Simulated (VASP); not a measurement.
```xyz
4
Lattice="5.8276 0.0000 0.0000 -2.9138 5.0468 0.0000 0.0000 0.0000 6.8577" Properties=species:S:1:pos:R:3 pbc="T T T"
Cs     0.0000     3.3646     6.4373
Cs     2.9138     1.6823     3.0084
Cl     0.0000     3.3646     2.9921
Cl     2.9138     1.6823     6.4210
```

Method: PBEsol GGA, VASP's PBE PAW potentials (set 64) (plane waves; VASP). Settings: 400 eV cut-off, 5×5×4 Γ-centred mesh, tetrahedra with Blöchl corrections, potentials Cs_sv Cl.

The cores are frozen, which limits the accuracy of field gradients.

### Question
Give the principal components of the electric field gradient (V/Å²) and the asymmetry η at each nucleus.

### Answer

```tsv
atom	Vxx	Vyy	Vzz	η
Cs1	8.5	8.5	-16.9	0.00
Cs2	8.5	8.5	-16.9	0.00
Cl3	-0.4	-0.4	0.8	0.00
Cl4	-0.4	-0.4	0.8	0.00
```

The structure was generated: CsCl was put into the wurtzite type (P6_3mc), which need not be its known phase. It was relaxed first, which changed the volume by -21 %.
